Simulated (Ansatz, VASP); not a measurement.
**Two plane-wave programs on Ta2P3Au**

```
CELL_PARAMETERS angstrom
3.63923 0.00000 0.00000
0.00000 3.63923 0.00000
0.00000 0.00000 7.97585
ATOMIC_POSITIONS crystal
Ta 0.00000 0.50000 0.73400
Ta 0.50000 0.00000 0.26600
P 0.50000 0.50000 0.00000
P 0.00000 0.50000 0.38200
P 0.50000 0.00000 0.61800
Au 0.00000 0.00000 0.00000
```

Change from the starting cell: species swapped into the Hf2CuSb3 type (P-4m2, No. 115).

Alike in both runs: task single point; functional PBE; k mesh 6 × 6 × 2; occupations gaussian, width 0.1 eV; no spin polarisation.

|  | VASP | Ansatz |
| --- | --- | --- |
| version | VASP 6.6.1 | Ansatz 0.2.0 |
| potentials or method | VASP PAW PBE potentials, release 64 (Ta_pv, P, Au) | scalar-relativistic, plane waves, PAW |
| plane-wave cutoff (eV) | 520 | 420 |
| valence electrons in the cell | 48 | 60 |

|  | VASP | Ansatz | Ansatz less VASP |
| --- | --- | --- | --- |
| gap on the k mesh at the Fermi level (eV) | none | none | - |
| pressure (GPa) | -12.2 | -12.1 | +0.11 |
| largest component of the traceless stress (GPa) | 0.94 | 0.90 | -0.041 |
| rms of the force components (eV/Å) | 0.534 | 0.536 | +0.0026 |

Atom by atom the forces differ by 0.003 eV/Å (rms over components). A gap of «none» marks a metal or a gap that the smearing closes. With one functional, cell and mesh, what is left measures potentials, basis and numerics. The two sets of potentials don't hold the same shells in valence.

Caveats: the k mesh is coarse (spacing up to 0.39 Å⁻¹), so the values aren't converged; forces of over 1 eV/Å show positions far from the minimum, so gaps and moduli don't describe the material at rest. The runs have no spin-orbit coupling, so splittings on Au, Ta are missing.
